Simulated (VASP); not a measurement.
Energy against volume of CdSe (wurtzite). Level of theory: revPBE GGA, VASP's PBE PAW potentials (set 64) (plane waves; VASP 6.6.1). Settings: 520 eV cut-off, 6×6×3 Γ-centred mesh, Gaussian smearing of 0.050 eV, potentials Cd Se.

Shape and ions are relaxed at each volume.

```
V (Å³/atom)  E (eV/atom)
-----------  -----------
29.024          -2.45611
29.951          -2.46795
30.877          -2.47149
31.803          -2.46805
```

Q: Fit these four points and predict the energy of the run at 32.729 Å³/atom.

A: A cubic in V^(−2/3), the third-order Birch-Murnaghan form, passes through the four points with V0 = 30.86 Å³/atom and B0 = 40 GPa, and gives -2.4587 eV/atom there. The run gave -2.4587 eV/atom, -0.0 meV/atom from the fit; all five points give B0 = 40 GPa.

The compound is CdSe in the wurtzite structure. It was relaxed first, which changed the volume by +10 %.
